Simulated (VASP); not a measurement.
PtSe2, 3 atoms in the cell. The cell holds a slab with vacuum, 3 atoms: a = 3.705 Å, b = 3.705 Å, c = 20.531 Å, α = 90.00°, β = 90.00°, γ = 120.00°. 

| Quantity | Value |
| --- | --- |
| Program | VASP 6.6.1 |
| Task | relaxation of cell and atoms |
| Functional | PBE |
| Dispersion | D3(BJ) |
| Potentials or basis | VASP PAW PBE potentials, release 64 (Se, Pt) |
| Cutoff | 600 eV |
| k mesh | 9 × 9 × 1 |
| Occupations | gaussian, width 0.03 eV |
| Spin | no spin polarisation |
| Further INCAR settings | ALGO = Normal; EDIFF = 1e-07; IBRION = 2; EDIFFG = -0.005; NSW = 90; ISIF = 3 |

Potentials or basis: VASP PAW PBE potentials, release 64 (Se, Pt).

Command:

```sh
$ cat potpaw_PBE.64/Se/POTCAR potpaw_PBE.64/Pt/POTCAR > POTCAR
$ mpirun -np 4 vasp_std > vasp.out
```

Hardware: 4 MPI ranks on Intel(R) Xeon(R) Platinum 8488C (Sapphire Rapids) (shared host).

Problem. How long does it take, and how much memory?

Solution. Wall time 54 s on 4 MPI ranks on Intel(R) Xeon(R) Platinum 8488C (Sapphire Rapids), with other jobs on the host, peak memory 0.45 GiB a rank. Counts: scf iterations 36, k points 12, ion steps 3.
